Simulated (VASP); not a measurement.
Consider the following.

```
CsPbBr3
1.0
    5.90734     0.00000     0.00000
    0.00000     5.90734     0.00000
    0.00000     0.00000     5.90734
Cs Pb Br
1 1 3
Direct
  0.00000   0.00000   0.00000
  0.50000   0.50000   0.50000
  0.50000   0.00000   0.50000
  0.00000   0.50000   0.50000
  0.50000   0.50000   0.00000
```

Calculation: optB86b-vdW, VASP's PBE PAW potentials (set 64) (plane waves; VASP 6.6.1). Run with 520 eV cut-off, 4×4×4 Γ-centred mesh, tetrahedra with Blöchl corrections, potentials Cs_sv Pb_d Br.

The cores are frozen, which limits the accuracy of field gradients.

**Question.** Give the principal components of the electric field gradient (V/Å²) and the asymmetry η at each nucleus.

**Answer.** 
```tsv
atom	Vxx	Vyy	Vzz	η
Cs1	0.0	0.0	0.0	-
Pb2	0.0	0.0	0.0	-
Br3	-89.7	-89.7	179.4	0.00
Br4	-89.7	-89.7	179.4	0.00
Br5	-89.7	-89.7	179.4	0.00
```

The compound is CsPbBr3 in the cubic perovskite structure, the ideal cubic form; the compound distorts at low or room temperature. It was relaxed first.
